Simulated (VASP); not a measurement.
VASP ran on this input.

File KPOINTS:
```
Automatic
0
Gamma
12 12 12
```

### POSCAR
```
LiF
1
    0.0000000000     1.9505849790     1.9505849790
    1.9505849790     0.0000000000     1.9505849790
    1.9505849790     1.9505849790     0.0000000000
Li F
1 1
Direct
  0.0000000000   0.0000000000   0.0000000000
  0.5000000000   0.5000000000   0.5000000000
```

INCAR:
```
SYSTEM = LiF
PREC = Accurate; ENCUT = 620; LREAL = F
LASPH = T
EDIFF = 1E-6; NELM = 100; ALGO = Normal
ISMEAR = 0; SIGMA = 0.05
IBRION = 2; NSW = 40; ISIF = 3
EDIFFG = -0.02; PSTRESS = 50
LWAVE = F; LCHARG = F
```

POTCAR, in this order: Li_sv F (LDA.64 set). Program: vasp_std.

Problem. Write an equivalent input for Quantum ESPRESSO's pw.x.

Solution. One equivalent input (not run):
```
&CONTROL
  calculation = 'vc-relax'
  pseudo_dir = './pseudo'
  outdir = './out'
  tprnfor = .true.
  tstress = .true.
  nstep = 40
  forc_conv_thr = 0.00078
/
&SYSTEM
  ibrav = 0
  nat = 2
  ntyp = 2
  ecutwfc = 84
  occupations = 'smearing'
  smearing = 'gaussian'
  degauss = 0.003675
  input_dft = 'pz'
/
&ELECTRONS
  conv_thr = 7.3e-08
  electron_maxstep = 100
/
&IONS
/
&CELL
  press = 50
/
ATOMIC_SPECIES
  Li 6.940 Li.upf
  F 18.998 F.upf
CELL_PARAMETERS angstrom
     0.0000000    1.9505850    1.9505850
     1.9505850    0.0000000    1.9505850
     1.9505850    1.9505850    0.0000000
ATOMIC_POSITIONS crystal
  Li   0.0000000  0.0000000  0.0000000
  F    0.5000000  0.5000000  0.5000000
K_POINTS automatic
  12 12 12 0 0 0
```
What does not carry over: the potentials are each code's own (VASP's PAW set, PseudoDojo norm-conserving files in pw.x), so ENCUT and ecutwfc are chosen apart and not converted; conv_thr bounds pw.x's estimated SCF error, while EDIFF bounds the energy change between steps; forc_conv_thr acts on force components and is met together with etot_conv_thr.

The compound is LiF in the rock salt structure. This run relaxes it under an external pressure of 5 GPa. Symmetry was kept, so distortions that lower it aren't found.
